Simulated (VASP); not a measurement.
Input:

```
K
1.0
   -2.60615     2.60615     2.56706
    2.60615    -2.60615     2.56706
    2.60615     2.60615    -2.56706
K
1
Cartesian
  0.00000   0.00000   0.00000
```

Computed with PBEsol GGA, VASP's PBE PAW potentials (set 64) (plane waves; VASP). Numerical set-up: 480 eV cut-off, 10×10×10 Γ-centred mesh, first-order Methfessel-Paxton smearing of 0.10 eV, potentials K_sv.

**Question.** Predict the energy per atom (σ→0), band gap (on the k-mesh) with the smallest direct gap where there is one.

**Answer.** 
| Quantity | Result |
|---|---|
| band gap (on the k-mesh) | none (metal, semimetal or under 0.01 eV) |
| energy per atom (σ→0) | -1.130 eV/atom |

Only differences to runs with the same potentials and settings are physical.

The compound is K in the bcc structure. This cell was strained or had an atom moved on purpose.
